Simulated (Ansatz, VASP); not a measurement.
## NbRh in VASP and in Ansatz

```
Nb Rh
1.0
     2.80635    0.00000    0.00000
     0.00000    2.80635    0.00000
     0.00000    0.00000    3.81312
Nb Rh
1 1
Direct
  0.00000 0.00000 0.00000
  0.50000 0.50000 0.50000
```

Alike in both runs: functional LDA; k mesh 14 × 14 × 12; occupations gaussian, width 0.1 eV; no spin polarisation.

Ansatz relaxed the structure, and its values are those at the end. VASP's run is a single point on that final structure, the one shown.

```csv
,VASP,Ansatz
version,VASP 6.6.1,Ansatz 0.2.0
potentials or method,"VASP PAW LDA potentials, release 64 (Nb_sv, Rh_pv)","scalar-relativistic, plane waves, PAW"
plane-wave cutoff (eV),520,420
valence electrons in the cell,28,30
```

Ansatz gave:

* gap on the k mesh at the Fermi level (eV): none
* pressure (GPa): 0.0

Estimate VASP's values.

gap on the k mesh at the Fermi level (eV): none; pressure (GPa): 0.3.

A gap of «none» marks a metal or a gap that the smearing closes. The two sets of potentials don't hold the same shells in valence.
